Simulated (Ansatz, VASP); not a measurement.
**GaH2N (H-GaN-H chair, 1 layer) in two plane-wave programs**

Wanted: the spread between two codes on one cell, functional and k mesh. Of the first pair: The structure shown is the start of the Ansatz relaxation below; VASP solves that cell, so the two are compared at the walk's first step.

Method: plane waves, with VASP 6.6.1 beside it; single point at PBE, in Ansatz 0.2.0.

### Step 1. The structure

The cell holds 4 atoms: 2 H, 1 N and 1 Ga. Cell: a = 3.184 Å, b = 3.185 Å, c = 20.193 Å, α = 90.0°, β = 90.0°, γ = 120.0°. Vacuum lies along c.

### Step 2. Ansatz: relaxation, PBE

Ansatz runs on its default PAW (the set named soft_2) files.

The two programs are compared at the cell with which this relaxation starts, whose forces are those of its first step.

The input, input.yaml:

```yaml
crystal:
  lattice:
    - [3.1845, 0.0, 0.0]
    - [-1.59225, 2.7578578984, 0.0]
    - [0.0, 0.0, 20.1933333333]
  atoms:
    - { symbol: H, position: [0.6666666667, 0.3333333333, 0.4209310003] }
    - { symbol: "N", position: [0.6666666667, 0.3333333333, 0.4714427204] }
    - { symbol: Ga, position: [0.3333333333, 0.6666666667, 0.5033014196] }
    - { symbol: H, position: [0.3333333333, 0.6666666667, 0.5790689997] }
kpoints:
  mp_grid: { grid: [12, 12, 1] }
hamiltonian:
  xc: pbe
scf:
  occupations: { method: fermi_dirac, width: 0.05 }
  convergence: { dr2_threshold: 1.0e-08 }
efield:
  axis: 3
  dipole_correction: true
  ramp_position: 0.97
  ramp_width: 0.04
relax:
  f_tol: 0.01
  cell: { fix: [c, alpha, beta] }
output:
  write_potential: true
  write_density: true
  volumetric_format: npy
```

Started as:

```sh
$ ansatz run input.yaml --threads 4 --pin off --max-ram 8192MiB --backend cpu --events-out ev --progress --plain --runs-dir out
```

Numbers of over 12 decimals in the logs are rounded to 6 here.

The log of the run:

```text
Warning: relax.cell: scf.convergence.dr2_threshold = 1e-8 eV is looser than the 4e-10 eV advised for a relaxation that steers and ends on the stress (1e-10 eV for each atom of the cell: 4). What an SCF threshold leaves in a stress goes as its square root, and in the free energy as the threshold itself, and one threshold admits the most on a small cell: [figures from the program's tests cut] Set scf.convergence.dr2_threshold to 4e-10 eV or tighter. The threshold is an SCF's pass mark: one that does not reach it within its budget of iterations ends unconverged, or closes short of it on a stop that the run arms, and scf.convergence.dr2_threshold's page says what that costs each kind of run
Engine: ansatz 0.2.0, aarch64-unknown-linux-gnu
Pseudopotentials: kind: paw
Pseudopotential: H, paw, valence charge 1, recommended cutoff 420 eV (normal), H.paw.azcp
Pseudopotential: N, paw, valence charge 5, recommended cutoff 420 eV (normal), N.paw.azcp
Pseudopotential: Ga, paw, valence charge 13, recommended cutoff 420 eV (normal), Ga.paw.azcp
Functional definition: PBE
  parameter kappa = 0.804
  parameter beta = 0.066725
  exchange = pbe_x(kappa = kappa, mu = beta*pi^2/3)
  correlation = pbe_c(beta = beta)
Crystal: 4 atoms, lattice volume = 177.346 Å³
Basis set: ecut = 420 eV, 3487 PW (Γ), exchange–correlation on 48×48×270 points (8 copies of the dense FFT grid, shifted against one another)
Bands: 14, of which v1, the nominal top of the filled ones, is band 10 counted from 1 (9 counted from 0)
Symmetry: 6 space group operations
Space group: P3m1 (ITA 156), of the structure as read, at distance tolerance 5.6e-5 Å
k-points: 19 of 144 (time reversal used)
Non-local potential: H, projectors of the file, l = 0: 2, l = 1: 1
Non-local potential: N, projectors of the file, l = 0: 2, l = 1: 2, l = 2: 1
Non-local potential: Ga, projectors of the file, l = 0: 2, l = 1: 2, l = 2: 3, l = 3: 1
PAW form: soft (Blöchl's): semilocal exchange-correlation on the pseudo side does not see the compensation charge
PAW one-centre angular grid: H, 110 points (default); XC on 64 Gauss nodes
PAW one-centre angular grid: N, 110 points (default); XC on 64 Gauss nodes
PAW one-centre angular grid: Ga, 590 points (default); XC on 64 Gauss nodes
Initial density: superposition of atomic densities (neutral atoms: chi_scale 0, normalization atom), corrected by the library's trained network
Initial wavefunctions: pseudopotential atomic-orbital guess
Functional: x = pbe(κ = 0.804, μ = 0.219515), c = pbe(β = 0.066725)
SCF iter   1: F=—  HF=-4199.554108 eV  |F-HF|=—  |Δ(HF+E_count)|=         —  Δρ=1.58e-3  dr2=6.36e-3  ethr=1.77e-3  p=-0.153 e·Å  D=-1.56e-1 V/Å  ΔV_dip=3.15 eV  dr2_dipole=1.43e-3  V_vac-E_F(+/−)=6.19/3.04 eV  ⟨swp⟩=6.9  Hψ=1727  notcnv=0
efield: sawtooth ramp at fractional position 0.9700 (set: `efield.ramp_position`, or a place that a band, a saddle search or an elastic batch's reference lends), width 0.0400; the density the first Hamiltonian is built on has a dipole p = -0.153 e·Å; the dipole correction subtracts the counter field D = -1.56e-1 V/Å, which shifts the + side's vacuum level by +3.15 eV against the − side's; the planar-averaged density in the ramp window peaks in size at 9.4e-6 e/Å³
preconditioner: auto → none  [insulator: Δε(μ)=3.082 eV  Ē_g=15.615 eV  σ=0.050 eV  W_gap=1.00  n_scr=12 (ndim 8)  ℏωp=12.5 eV  f_vac=0.737  D(μ)=0.00/eV (n_scr^D=0)  ε∞_Penn≈1.6]
SCF iter   2: F=—  HF=-4199.555137 eV  |F-HF|=—  |Δ(HF+E_count)|=   1.03e-3  Δρ=9.76e-4  dr2=2.66e-3  ethr=3.18e-5  p=-0.179 e·Å  D=-1.83e-1 V/Å  ΔV_dip=3.69 eV  dr2_dipole=1.25e-5  V_vac-E_F(+/−)=6.45/2.75 eV  ⟨swp⟩=2.1  Hψ=587  notcnv=0
SCF iter   3: F=—  HF=-4199.555364 eV  |F-HF|=—  |Δ(HF+E_count)|=   2.27e-4  Δρ=4.00e-4  dr2=1.03e-3  ethr=1.33e-5  p=-0.177 e·Å  D=-1.80e-1 V/Å  ΔV_dip=3.64 eV  dr2_dipole=3.36e-4  V_vac-E_F(+/−)=6.33/2.70 eV  ⟨swp⟩=2.3  Hψ=461  notcnv=0
SCF iter   4: F=—  HF=-4199.555180 eV  |F-HF|=—  |Δ(HF+E_count)|=   1.83e-4  Δρ=9.03e-5  dr2=1.24e-5  ethr=5.17e-6  p=-0.187 e·Å  D=-1.91e-1 V/Å  ΔV_dip=3.85 eV  dr2_dipole=2.50e-7  V_vac-E_F(+/−)=6.45/2.59 eV  ⟨swp⟩=2.1  Hψ=406  notcnv=0
SCF iter   5: F=—  HF=-4199.555188 eV  |F-HF|=—  |Δ(HF+E_count)|=   8.12e-6  Δρ=3.59e-5  dr2=1.31e-6  ethr=6.18e-8  p=-0.188 e·Å  D=-1.91e-1 V/Å  ΔV_dip=3.87 eV  dr2_dipole=1.08e-9  V_vac-E_F(+/−)=6.46/2.59 eV  ⟨swp⟩=2.0  Hψ=490  notcnv=0
SCF iter   6: F=—  HF=-4199.555182 eV  |F-HF|=—  |Δ(HF+E_count)|=   6.01e-6  Δρ=9.56e-6  dr2=1.11e-7  ethr=6.53e-9  p=-0.188 e·Å  D=-1.92e-1 V/Å  ΔV_dip=3.87 eV  dr2_dipole=4.29e-9  V_vac-E_F(+/−)=6.46/2.59 eV  ⟨swp⟩=2.1  Hψ=451  notcnv=0
[...]
preconditioner: auto → none  [insulator: Δε(μ)=2.947 eV  Ē_g=15.352 eV  σ=0.050 eV  W_gap=1.00  n_scr=12 (ndim 8)  ℏωp=12.3 eV  f_vac=0.737  D(μ)=0.00/eV (n_scr^D=0)  ε∞_Penn≈1.6]
SCF iter   2: F=—  HF=-4199.622190 eV  |F-HF|=—  |Δ(HF+E_count)|=   1.08e-4  Δρ=3.89e-4  dr2=2.49e-4  ethr=3.36e-6  p=-0.165 e·Å  D=-1.64e-1 V/Å  ΔV_dip=3.31 eV  dr2_dipole=4.69e-6  V_vac-E_F(+/−)=5.96/2.65 eV  ⟨swp⟩=2.0  Hψ=455  notcnv=0
[...]
preconditioner: auto → none  [insulator: Δε(μ)=2.956 eV  Ē_g=15.269 eV  σ=0.050 eV  W_gap=1.00  n_scr=12 (ndim 8)  ℏωp=12.3 eV  f_vac=0.736  D(μ)=0.00/eV (n_scr^D=0)  ε∞_Penn≈1.7]
SCF iter   2: F=—  HF=-4199.623496 eV  |F-HF|=—  |Δ(HF+E_count)|=   2.57e-3  Δρ=9.66e-5  dr2=8.50e-7  ethr=1.26e-8  p=-0.164 e·Å  D=-1.63e-1 V/Å  ΔV_dip=3.29 eV  dr2_dipole=2.29e-8  V_vac-E_F(+/−)=5.95/2.65 eV  ⟨swp⟩=2.4  Hψ=535  notcnv=0
SCF iter   3: F=—  HF=-4199.624677 eV  |F-HF|=—  |Δ(HF+E_count)|=   1.18e-3  Δρ=3.22e-5  dr2=6.01e-7  ethr=4.25e-9  p=-0.164 e·Å  D=-1.63e-1 V/Å  ΔV_dip=3.30 eV  dr2_dipole=7.17e-8  V_vac-E_F(+/−)=5.95/2.65 eV  ⟨swp⟩=2.7  Hψ=531  notcnv=0
SCF iter   4: F=—  HF=-4199.624905 eV  |F-HF|=—  |Δ(HF+E_count)|=   2.28e-4  Δρ=6.21e-6  dr2=2.98e-8  ethr=3.00e-9  p=-0.164 e·Å  D=-1.63e-1 V/Å  ΔV_dip=3.29 eV  dr2_dipole=4.26e-9  V_vac-E_F(+/−)=5.94/2.65 eV  ⟨swp⟩=2.7  Hψ=479  notcnv=0
iter 5 met the thresholds in force, and the SCF goes on: an eigenvalue changes by 13.00 meV, over its tolerance of 3.16 meV (output.eigenvalues, Limitations)
SCF iter   5: F=-4199.624925 eV  HF=-4199.624923 eV  |F-HF|=1.62e-6  |Δ(HF+E_count)|=   1.82e-5  Δρ=1.47e-6  dr2=1.21e-9  ethr=5.00e-11  p=-0.164 e·Å  D=-1.63e-1 V/Å  ΔV_dip=3.30 eV  dr2_dipole=2.41e-11  V_vac-E_F(+/−)=5.94/2.65 eV  ⟨swp⟩=13.7  Hψ=2104  notcnv=0
iter 6 met the thresholds in force, and the SCF goes on: an eigenvalue changes by 3.51 meV, over its tolerance of 3.16 meV (output.eigenvalues, Limitations)
SCF iter   6: F=-4199.624925 eV  HF=-4199.624924 eV  |F-HF|=3.14e-7  |Δ(HF+E_count)|=   1.31e-6  Δρ=4.69e-7  dr2=1.42e-10  ethr=6.05e-12  p=-0.164 e·Å  D=-1.63e-1 V/Å  ΔV_dip=3.30 eV  dr2_dipole=4.12e-12  V_vac-E_F(+/−)=5.94/2.65 eV  ⟨swp⟩=7.1  Hψ=1822  notcnv=0
Mixer restart at iter 6: flushing history
SCF iter   7: F=-4199.624925 eV  HF=-4199.624925 eV  |F-HF|=1.69e-10  |Δ(HF+E_count)|=   3.14e-7  Δρ=2.15e-7  dr2=1.33e-10  ethr=1.00e-12  p=-0.164 e·Å  D=-1.63e-1 V/Å  ΔV_dip=3.30 eV  dr2_dipole=1.72e-11  V_vac-E_F(+/−)=5.94/2.65 eV  ⟨swp⟩=6.2  Hψ=1691  notcnv=0
SCF 5 converged in 7 iterations: F = -4199.624925 eV  dr2 = 1.33e-10
relax step   5: F+E_penalty+E_count = -4199.62492451 eV  Δ(F+E_penalty+E_count) = -2.776e-3 eV  max|allowed force component| = 3.869e-3 eV/Å  Δτ_max = 0.0000 Å  P = +0.026 GPa  Ω = 181.604 Å³  fix = [c, alpha, beta]  reactions: c +0.005 GPa  stress off target by 3.65e-2 GPa on what of the cell is left free  SCF on the basis re-selected at this cell (its energy is not comparable with the rows above)  (7 SCF iters)
basis re-selected at this cell: Δ(F+E_penalty+E_count) = -2.776e-3 eV, ΔP = +0.019 GPa vs the last step (what re-selecting the basis moved, of the pressure what is left beyond the Pulay correction that the steps carried, after the strain that the cell walked since its last selection, with what the two solves' SCF thresholds leave and, on support functions, any second-order correction that the steps lacked; it is no m [...]
SCF converged after 7 iterations
an eigenvalue changed by more than its tolerance at an iteration that met the thresholds in force, so the SCF went on 2 times, its first undamped step at iteration 6: the last check found none over its tolerance
Free energy (F): -4199.624925 eV
Harris-Foulkes:  -4199.624925 eV  (|F-HF|=1.69e-10)
Internal energy: -4199.624925 eV  (E = F + TS)
E sigma→0 (E₀):  -4199.624925 eV
Fermi energy:    -2.222280 eV
Dipole field:    D = -0.163187 V/Å  (p = -0.163775 e·Å, saw-weighted, corrected)
Work function:   Φ+ = 5.9437 eV   Φ− = 2.6485 eV
Levels:          The Fermi level and band energies are counted from a zero that moves with the ramp; work functions are not
--- Per-component energies (eV) ---
  E_band       = -250.765937
  E_kinetic    = 273.378762
  E_local      = -12539.368270  (includes V_loc(G=0)·N_el)
  E_nonlocal   = 475.664393
  E_hartree    = 6065.439628
  E_xc         = -146.052488
  E_vxc        = -156.163901  (∫ρ·V_xc dr)
  E_paw        = -2119.589373  (= ΣΔE_a)
  E_vpaw       = -435.549129  (= ΣTr[D̂ρ^β])
  E_aug_tail   = -0.002462  (compensation charges beyond the density's cutoff)
  E_efield     = 0.013363  (sawtooth field / dipole correction)
  E_vefield    = 0.395489  (∫n·V_field dr)
  E_ewald      = 3790.891522
  E_smearing   = -0.000000  (= −TS)
  E_closure    = -0.000000  (closes the sum)
  Σ components = -4199.624925   (vs F -4199.624925, Δ=0.00e0)
--- Forces (eV/Å), atoms counted from 1 ---
  atom   1  H      0.00000000    -0.00000000    -0.00388015
  atom   2  N      0.00000000    -0.00000000     0.00133796
  atom   3  Ga     0.00000000    -0.00000000     0.00319135
  atom   4  H     -0.00000000     0.00000000    -0.00069446
  max |Σ_I F_I| component: 4.53e-5 eV/Å
--- Stress (GPa, compression-positive) ---
        0.036470       0.000000       0.000000
        0.000000       0.036470       0.000000
        0.000000       0.000000       0.004723
  P = ⅓ Tr σ = 0.0259 GPa (0.259 kbar)
--- Band table (eV; the first three rows and the last of 19) ---
  k-point 0: bands = [... 6 lower, -10.3389, -5.4271, -3.7393, -3.7393, -0.7570, 0.6455, 1.4031, 2.7441]
  k-point 1: bands = [... 6 lower, -10.2805, -5.4152, -4.1556, -3.8312, -0.5262, 0.8627, 1.5898, 2.8561]
  k-point 2: bands = [... 6 lower, -10.1144, -5.6010, -4.8215, -4.0721, -0.0552, 1.3768, 2.1057, 3.1728]
  k-point 18: bands = [... 6 lower, -8.7298, -8.2105, -6.9252, -4.2790, 2.8067, 3.6724, 4.8373, 4.9436]
--- Relaxed structure (4 steps of the walk, 4 accepted, 1 SCFs on fresh bases) ---
  F+E_penalty+E_count = -4199.62492451 eV   max|allowed force component| = 3.869e-3 eV/Å   (the final SCF, on the basis selected at the relaxed cell)
  cell:  # Å, volume = 181.6043 Å³
    - [3.222506, 2.813035857271209e-18, 0]
    - [-1.611253, 2.790772, 0]
    - [0, 0, 20.1933333333]
  atoms:
    - { symbol: H, position: [0.666667, 0.333333, 0.418685] }
    - { symbol: N, position: [0.666667, 0.333333, 0.469433] }
    - { symbol: Ga, position: [0.333333, 0.666667, 0.504952] }
    - { symbol: H, position: [0.333333, 0.666667, 0.581674] }
```

In the SCF lines HF is the Harris–Foulkes energy and dr2 the Hartree energy of the density residual, in eV; the loop may stop once dr2 is under the threshold and the program's other checks hold. Hψ counts applications of the Hamiltonian.

### Step 3. VASP: single point, PBE, start cell, pair 1

The same cell, functional, mesh and smearing now go to VASP, with its own data sets.

Lines of VASP's logs that name or quote its potential files are left out, and so is its time.

The input, INCAR:

```
SYSTEM = GaH2N
PREC = Accurate
ENCUT = 520
EDIFF = 1E-06
NELM = 120
ISMEAR = -1
SIGMA = 0.05
LREAL = .FALSE.
ALGO = Normal
GGA = PE
NBANDS = 16
LORBIT = 11
LWAVE = .FALSE.
LCHARG = .FALSE.
ISIF = 2
LDIPOL = .TRUE.
IDIPOL = 3
DIPOL = 0.5 0.5 0.493
LVHAR = .TRUE.
LASPH = .TRUE.
GGA_COMPAT = .FALSE.
EFERMI = MIDGAP
NELMDL = -8
```

The input, POSCAR:

```
GaH2N
1.0
    3.1845000000      0.0000000000      0.0000000000
   -1.5922500000      2.7578580000      0.0000000000
    0.0000000000      0.0000000000     20.1933330000
H N Ga
2 1 1
Direct
    0.6666666667      0.3333333333      0.4209310073
    0.3333333333      0.6666666667      0.5790689927
    0.6666666667      0.3333333333      0.4714427282
    0.3333333333      0.6666666667      0.5033014114
```

The input, KPOINTS:

```
Automatic mesh
0
Gamma
12 12 1
0 0 0
```

PAW data sets: H, N and Ga_d (PBE family, release 64).

Started as:

```sh
$ mpirun -np 1 vasp_std
```

The log of the run:

```text
[banner, memory and clock lines left out]
running    1 mpi-ranks, on    1 nodes
 distrk:  each k-point on    1 cores,    1 groups
 distr:  one band on    1 cores,    1 groups

 POSCAR found type information on POSCAR H N Ga
 POSCAR found :  3 types and       4 ions
 LDA part: xc-table for (Slater+PW92), standard interpolation
 POSCAR, INCAR and KPOINTS ok, starting setup
 FFT: planning ... GRIDC
 FFT: planning ... GRID_SOFT
 FFT: planning ... GRID
 WAVECAR not read
 entering main loop
       N       E                     dE             d eps       ncg     rms          rms(c)
DAV:   1     0.133687358507E+03    0.13369E+03   -0.88597E+03   616   0.109E+03
DAV:   2    -0.636591379348E+00   -0.13432E+03   -0.12911E+03   760   0.258E+02
DAV:   3    -0.207805929263E+02   -0.20144E+02   -0.19993E+02   760   0.987E+01
DAV:   4    -0.216967901058E+02   -0.91620E+00   -0.91532E+00   856   0.247E+01
DAV:   5    -0.217060894565E+02   -0.92994E-02   -0.92989E-02   800   0.206E+00
DAV:   6    -0.217062239371E+02   -0.13448E-03   -0.13448E-03   880   0.301E-01
DAV:   7    -0.217062256831E+02   -0.17460E-05   -0.17460E-05   832   0.290E-02
DAV:   8    -0.217062257469E+02   -0.63788E-07   -0.63762E-07   736   0.579E-03    0.900E+00
DAV:   9    -0.190804374675E+02    0.26258E+01   -0.79729E+00   952   0.362E+01    0.344E+00
DAV:  10    -0.189638252428E+02    0.11661E+00   -0.10026E+00   864   0.770E+00    0.247E+00
DAV:  11    -0.188554853778E+02    0.10834E+00   -0.35124E-01   904   0.639E+00    0.622E-01
DAV:  12    -0.188369506696E+02    0.18535E-01   -0.95497E-02   968   0.403E+00    0.277E-01
DAV:  13    -0.188304283105E+02    0.65224E-02   -0.95751E-03   864   0.118E+00    0.106E-01
DAV:  14    -0.188268749639E+02    0.35533E-02   -0.23641E-03   832   0.369E-01    0.874E-02
[...]
DAV:  20    -0.188287460094E+02   -0.75563E-04   -0.15549E-05   752   0.384E-02    0.452E-03
DAV:  21    -0.188288205054E+02   -0.74496E-04   -0.12061E-05   640   0.163E-02    0.158E-03
DAV:  22    -0.188288355161E+02   -0.15011E-04   -0.84006E-07   584   0.711E-03    0.105E-03
DAV:  23    -0.188288540273E+02   -0.18511E-04   -0.12705E-06   552   0.458E-03    0.954E-04
DAV:  24    -0.188288595072E+02   -0.54799E-05   -0.26528E-07   600   0.730E-03    0.573E-04
DAV:  25    -0.188288609470E+02   -0.14398E-05   -0.62295E-08   616   0.381E-03    0.195E-04
DAV:  26    -0.188288620240E+02   -0.10770E-05   -0.31880E-08   592   0.112E-03    0.111E-04
DAV:  27    -0.188288623586E+02   -0.33468E-06   -0.67182E-09   616   0.550E-04
   1 F= -.18828862E+02 E0= -.18828862E+02  d E =-.111708E-13
```

From OUTCAR (step 3):

```text
ion  position               nearest neighbor table
   1  0.667  0.333  0.421-   3 1.02
   2  0.333  0.667  0.579-   4 1.53
   3  0.667  0.333  0.471-   1 1.02   4 1.95   4 1.95   4 1.95
   4  0.333  0.667  0.503-   2 1.53   3 1.95   3 1.95   3 1.95

  LATTYP: Found a hexagonal cell.
 ALAT       =     3.1845000000
 C/A-ratio  =     6.3411314178

 Subroutine GETGRP returns: Found  6 space group operations
 (whereof  6 operations were pure point group operations)

The static configuration has the point symmetry C_3v.

 Found     19 irreducible k-points:

   k-points           NKPTS =     19   k-points in BZ     NKDIM =     19   number of bands    NBANDS=     16

   dimension x,y,z NGX =    24 NGY =   24 NGZ =  150
   dimension x,y,z NGXF=    48 NGYF=   48 NGZF=  300

   ENCUT  =  520.0 eV  38.22 Ry    6.18 a.u.   5.92  5.92 37.55*2*pi/ulx,y,z

   NELECT =      20.0000    total number of electrons

 k-points in reciprocal lattice and weights: Automatic mesh
   0.00000000  0.00000000  0.00000000       0.007
   0.08333333  0.00000000  0.00000000       0.042
   0.16666667  0.00000000  0.00000000       0.042
   0.25000000 -0.00000000  0.00000000       0.042
   0.33333333 -0.00000000  0.00000000       0.042
   0.41666667 -0.00000000  0.00000000       0.042
   0.50000000 -0.00000000  0.00000000       0.021
   0.08333333  0.08333333  0.00000000       0.042
   0.16666667  0.08333333  0.00000000       0.083
[...]
0.33333333  0.25000000  0.00000000       0.083
   0.33333333  0.33333333  0.00000000       0.014

 dipolmoment           0.000000      0.000000      0.189316 electrons x Angstroem

 average (electrostatic) potential at core
       1 -42.4812       2 -37.7299       3 -71.6262       4 -72.2181

 E-fermi :  -3.0301

 k-point     1 :       0.0000    0.0000    0.0000
  band No.  band energies     occupation
    ...
      6     -16.5544      2.00000
      7     -11.0359      2.00000
      8      -5.7033      2.00000
      9      -4.5436      2.00000
     10      -4.5436      2.00000
     11      -1.5167      0.00000
     12      -0.0715      0.00000
     13       0.6971      0.00000
     14       2.0152      0.00000
     15       2.9007      0.00000
    ...

 k-point     2 :       0.0833    0.0000    0.0000
  band No.  band energies     occupation
    ...
      6     -16.5502      2.00000
      7     -10.9774      2.00000
      8      -5.7250      2.00000
      9      -4.9349      2.00000
     10      -4.6440      2.00000
     11      -1.3094      0.00000
     12       0.1421      0.00000
     13       0.9266      0.00000
     14       2.1540      0.00000
     15       3.0337      0.00000
    ...

 k-point     3 :       0.1667    0.0000    0.0000
  band No.  band energies     occupation
    ...
      6     -16.5239      2.00000
      7     -10.8127      2.00000
      8      -6.2534      2.00000
      9      -5.2861      2.00000
     10      -4.9070      2.00000
     11      -0.8644      0.00000
     12       0.6374      0.00000
     13       1.5325      0.00000
     14       2.5469      0.00000
     15       3.3958      0.00000
    ...

  Total        1.4741440      1.4741441      1.6662083      0.0000000     -0.0000000     -0.0000000
  in kB       13.3177033     13.3177042     15.0528495      0.0000000     -0.0000000     -0.0000000
  external PRESSURE =      13.8960857 kB  Pullay stress =       0.0000000 kB

  energy-cutoff  :      520.00
  volume of cell :      177.35
      direct lattice vectors                 reciprocal lattice vectors
     3.184500000  0.000000000  0.000000000     0.314021039  0.181300125  0.000000000
    -1.592250000  2.757858000  0.000000000     0.000000000  0.362600250  0.000000000
     0.000000000  0.000000000 20.193333000     0.000000000  0.000000000  0.049521295

 POSITION                                       TOTAL-FORCE (eV/Angst)
 -----------------------------------------------------------------------------------
      1.59225      0.91929      8.50000        -0.000000     -0.000000     -0.347917
     -0.00000      1.83857     11.69333        -0.000000     -0.000000      0.303866
      1.59225      0.91929      9.52000         0.000000      0.000000     -0.995281
     -0.00000      1.83857     10.16333         0.000000     -0.000000      1.039332
 -----------------------------------------------------------------------------------
    total drift:                                0.000000     -0.000001      0.000243

  FREE ENERGIE OF THE ION-ELECTRON SYSTEM (eV)
  ---------------------------------------------------
  free  energy   TOTEN  =       -18.8288623586 eV

  energy  without entropy=      -18.8288623586  energy(sigma->0) =      -18.82886236

 vacuum level on the upper side and lower side of the slab         3.494        -0.407

 total charge
# of ion       s       p       d       tot
------------------------------------------
    1        0.648   0.085   0.000   0.733
    2        0.549   0.011   0.000   0.560
    3        1.227   2.613   0.000   3.840
    4        0.831   0.957  10.129  11.917
--------------------------------------------------
tot          3.256   3.665  10.129  17.050

[... 3 further parts left out ...]
```

(Part 1 of 2 ends here.)

[Lines on the potential files, build, host, timing and source positions are cut from VASP's logs without a mark.]

[Logs are printed without paths, hosts, clocks, repeated set-up lines and the standing remarks that a program may print on its own settings, such as how far it seeks lower states.]

[Hosts, paths, dates, database ids (printed as entryN), source tags and the programs' standing remarks are cut or masked in the printed files.]
